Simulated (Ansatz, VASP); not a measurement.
# Ga8AsP7 (random zinc-blende alloy of GaAs and GaP): VASP beside Ansatz, part 2 of 2

Aim: how closely do two programs agree when they are given the same cell, functional and k mesh? The cell is taken from a series of runs on this material, whose earlier steps may have relaxed, scaled, displaced or heated it; both programs get it as it stands.

VASP 6.6.1 and Ansatz 0.2.0.

So far: The structure; Ansatz: single point, PBE.

## Step 3: VASP: single point, PBE

Level of this step: PBE; plane waves and PAW (Ga_d, As, P) (VASP).

The same cell, functional, mesh and smearing now go to VASP, with its own data sets.

Lines of VASP's logs that name or quote its potential files are left out, and so is its time.

INCAR reads:

```
SYSTEM = Ga8AsP7
PREC = Accurate
ENCUT = 400
EDIFF = 1E-06
NELM = 120
ISMEAR = -1
SIGMA = 0.025
LREAL = Auto
ALGO = Normal
GGA = PE
NBANDS = 336
LORBIT = 11
LWAVE = .FALSE.
LCHARG = .FALSE.
ISIF = 2
LASPH = .TRUE.
GGA_COMPAT = .FALSE.
EFERMI = MIDGAP
KPAR = 8
```

POSCAR reads:

```
Ga8AsP7
1.0
   10.9524000000      0.0000000000      0.0000000000
    0.0000000000     10.9524000000      0.0000000000
    0.0000000000      0.0000000000     10.9524000000
Ga As P
32 4 28
Direct
    0.9982800000      0.0007600000      0.0031200000
    0.9904600000      0.2498300000      0.2444400000
    0.2451600000      0.9935700000      0.2538300000
    0.2496300000      0.2538100000      0.0086100000
    0.0018500000      0.0006100000      0.5088400000
    0.0000900000      0.2427900000      0.7491000000
    0.2547900000      0.0076000000      0.7527600000
    0.2571600000      0.2521400000      0.5024900000
    0.0076500000      0.4978900000      0.0011600000
    0.9965300000      0.7556000000      0.2501000000
    0.2526000000      0.5043300000      0.2548300000
    0.2540900000      0.7544000000      0.0001700000
    0.0018000000      0.5004800000      0.5007700000
    0.9952000000      0.7534600000      0.7561400000
    0.2542700000      0.5052000000      0.7532200000
    0.2545800000      0.7497900000      0.4953500000
    0.4954700000      0.9986000000      0.9977400000
    0.4959600000      0.2572300000      0.2401700000
    0.7484600000      0.0040500000      0.2423300000
    0.7550200000      0.2425900000      0.9990000000
    0.5017600000      0.9991100000      0.5018200000
    0.5005100000      0.2547600000      0.7557000000
    0.7499700000      0.9982400000      0.7428200000
    0.7502300000      0.2450800000      0.4971800000
    0.5064200000      0.4976100000      0.0027000000
    0.4960300000      0.7497000000      0.2449700000
    0.7493600000      0.5091700000      0.2488200000
    0.7426400000      0.7476700000      0.0007900000
    0.4914100000      0.4966100000      0.5011000000
    0.5008600000      0.7599500000      0.7440100000
    0.7540600000      0.4910900000      0.7476200000
    0.7586000000      0.7473300000      0.5000700000
    0.1337700000      0.1241000000      0.1215300000
    0.3807500000      0.8714600000      0.1284900000
    0.6224400000      0.8764900000      0.3699600000
    0.8774200000      0.6222000000      0.8710300000
    0.1184800000      0.3742200000      0.3803000000
    0.3745500000      0.1170700000      0.3736000000
    0.3770100000      0.3770100000      0.1298900000
    0.1295800000      0.1247900000      0.6302600000
    0.1239900000      0.3737800000      0.8731200000
    0.3760600000      0.1266800000      0.8727300000
    0.3734900000      0.3706200000      0.6211000000
    0.1284700000      0.6263000000      0.1228600000
    0.1255200000      0.8779100000      0.3720000000
    0.3777600000      0.6250400000      0.3752500000
    0.1245900000      0.6255400000      0.6300200000
    0.1212700000      0.8795300000      0.8772500000
    0.3704200000      0.6167400000      0.8741400000
    0.3769600000      0.8738200000      0.6254200000
    0.6213800000      0.1311500000      0.1373000000
    0.6283900000      0.3797800000      0.3835100000
    0.8794800000      0.1275700000      0.3723200000
    0.8695600000      0.3766400000      0.1291000000
    0.6320500000      0.1246600000      0.6122600000
    0.6279200000      0.3777300000      0.8727500000
    0.8725800000      0.1263100000      0.8707600000
    0.8819400000      0.3758900000      0.6222000000
    0.6181700000      0.6175100000      0.1207100000
    0.8746700000      0.6306500000      0.3747600000
    0.8712000000      0.8887700000      0.1244800000
    0.6248200000      0.6318000000      0.6294900000
    0.6239000000      0.8814200000      0.8675700000
    0.8734900000      0.8771900000      0.6239500000
```

KPOINTS reads:

```
Automatic mesh
0
Gamma
2 2 2
0 0 0
```

Potentials, in the order of the species: Ga_d, As and P (PBE family, release 64).

Command:

```sh
$ mpirun -np 8 vasp_std
```

Numbers of over 12 decimals in the logs are rounded to 6 here.

Output:

```text
[banner, memory and clock lines left out]
running    8 mpi-ranks, on    1 nodes
[...]
|                                                                             |
|           W    W    AA    RRRRR   N    N  II  N    N   GGGG   !!!           |
|           W    W   A  A   R    R  NN   N  II  NN   N  G    G  !!!           |
|           W    W  A    A  R    R  N N  N  II  N N  N  G       !!!           |
|           W WW W  AAAAAA  RRRRR   N  N N  II  N  N N  G  GGG   !            |
|           WW  WW  A    A  R   R   N   NN  II  N   NN  G    G                |
|           W    W  A    A  R    R  N    N  II  N    N   GGGG   !!!           |
|                                                                             |
|     For optimal performance we recommend to set                             |
|       NCORE = 2 up to number-of-cores-per-socket                            |
|     NCORE specifies how many cores store one orbital (NPAR=cpu/NCORE).      |
|     This setting can greatly improve the performance of VASP for DFT.       |
|     The default, NCORE=1 might be grossly inefficient on modern             |
|     multi-core architectures or massively parallel machines. Do your        |
|     Unfortunately you need to use the default for GW and RPA                |
|     calculations (for HF NCORE is supported but not extensively tested      |
|     yet).                                                                   |
|                                                                             |

 LDA part: xc-table for (Slater+PW92), standard interpolation
 POSCAR, INCAR and KPOINTS ok, starting setup
[...]
entering main loop
       N       E                     dE             d eps       ncg     rms          rms(c)
DAV:   1     0.703690227539E+04    0.70369E+04   -0.19435E+05  5432   0.219E+03
DAV:   2     0.136049106070E+04   -0.56764E+04   -0.55277E+04  5584   0.631E+02
DAV:   3    -0.103816419766E+03   -0.14643E+04   -0.13559E+04  6432   0.219E+02
DAV:   4    -0.282609648585E+03   -0.17879E+03   -0.17541E+03  6640   0.721E+01
[...]
DAV:  16    -0.284974034784E+03   -0.13330E-04   -0.11783E-04  6048   0.468E-02    0.780E-03
DAV:  17    -0.284974035119E+03   -0.33531E-06   -0.11577E-05  5328   0.350E-02    0.437E-03
DAV:  18    -0.284974035900E+03   -0.78075E-06   -0.29816E-06  3872   0.136E-02
   1 F= -.28497404E+03 E0= -.28497404E+03  d E =-.456770E-12
```

OUTCAR, selected parts (step 3):

```text
  Total       25.3358658     25.7286806     24.2687776      2.2509050     -0.7460318     -0.4407383
  in kB       30.8971515     31.3761902     29.5958348      2.7449843     -0.9097877     -0.5374814
  external PRESSURE =      30.6230588 kB  Pullay stress =       0.0000000 kB

 POSITION                                       TOTAL-FORCE (eV/Angst)
 -----------------------------------------------------------------------------------
     10.93356      0.00832      0.03417        -0.094110      0.253750     -0.965909
     10.84791      2.73624      2.67720         0.952746      0.355691      0.511568
      2.68509     10.88198      2.78005         0.824556      0.587654      0.142632
      2.73405      2.77983      0.09430         0.887794      0.882040     -1.667998
      0.02026      0.00668      5.57302         0.178552      0.297390     -0.779589
      0.00099      2.65913      8.20444         0.129473      0.813369      0.040393
      2.79056      0.08324      8.24453        -0.421709     -1.066016     -0.153270
      2.81652      2.76154      5.50347        -1.026321     -0.879833     -0.961674
      0.08379      5.45309      0.01270        -0.315752     -0.268157      0.376290
     10.91440      8.27563      2.73920         0.225950     -0.073072     -0.441996
      2.76658      5.52362      2.79100        -0.790179     -0.411495      0.062824
      2.78290      8.26249      0.00186        -0.791646     -0.767764     -0.784171
      0.01971      5.48146      5.48463         0.037008      0.573100      0.024585
     10.89983      8.25220      8.28155         1.017302      0.605825     -1.041651
[...]
-----------------------------------------------------------------------------------
    total drift:                               -0.005770      0.002369     -0.013567

  FREE ENERGIE OF THE ION-ELECTRON SYSTEM (eV)
  ---------------------------------------------------
  free  energy   TOTEN  =      -284.9740359000 eV

  energy  without entropy=     -284.9740359000  energy(sigma->0) =     -284.97403590

[... 2 further parts left out ...]
```

The run ends at a pressure of 3.06 GPa, with forces up to 2.4 eV/Å.

## Step 4: Differences

Known differences besides the potentials themselves: the data sets hold 616 valence electrons in Ansatz (on its default PAW (the set named soft_2) files) and 576 in VASP; the cutoff is 420 eV in Ansatz and 400 eV in VASP (PREC = Accurate, projectors in real space). Total energies have different zeros and are not compared.

Compared:

```csv
quantity,Ansatz,VASP,difference
gap on the k mesh (eV),1.402,1.400,+0.002
```

Forces on 8 of the 64 atoms, those with the largest forces and the largest differences (eV/Å; atoms numbered as in POSCAR):

```csv
atom,"Ansatz x, y, z","VASP x, y, z"
Ga3,"0.832, 0.595, 0.111","0.825, 0.588, 0.143"
Ga4,"0.877, 0.863, -1.657","0.888, 0.882, -1.668"
Ga18,"0.503, -0.417, 2.334","0.501, -0.413, 2.318"
Ga26,"1.194, -1.619, 1.008","1.198, -1.644, 1.016"
P49,"1.564, 1.556, 0.768","1.551, 1.544, 0.759"
P51,"0.219, -0.449, -2.132","0.218, -0.446, -2.123"
P55,"-1.022, -0.048, 1.715","-1.015, -0.045, 1.705"
P59,"0.770, 1.413, 0.869","0.762, 1.402, 0.861"
```

The forces differ by 7.7 meV/Å r.m.s., which is 1.0 % of the r.m.s. force of 0.741 eV/Å (both taken over all components). A gap on the mesh is an upper bound, since the band edges may lie between its points.

## Step 5: Results

```json
{
 "r.m.s. force difference (single point, PBE)": "1.0 % of the r.m.s. force"
}
```

In words: The r.m.s. force difference is 1.0 % of the r.m.s. force (single point, PBE), within the 3 % picked in this series as the mark of a large difference. The data sets hold unlike numbers of valence electrons (616 in Ansatz and 576 in VASP), so part of the differences comes from the potentials. How closely two codes agree says nothing of how well the functional describes the real material.

[Lines on the potential files, build, host, timing and source positions are cut from VASP's logs without a mark.]

[Logs are printed without paths, hosts, clocks, repeated set-up lines and the standing remarks that a program may print on its own settings, such as how far it seeks lower states.]

[Hosts, paths, dates, database ids (printed as entryN), source tags and the programs' standing remarks are cut or masked in the printed files.]
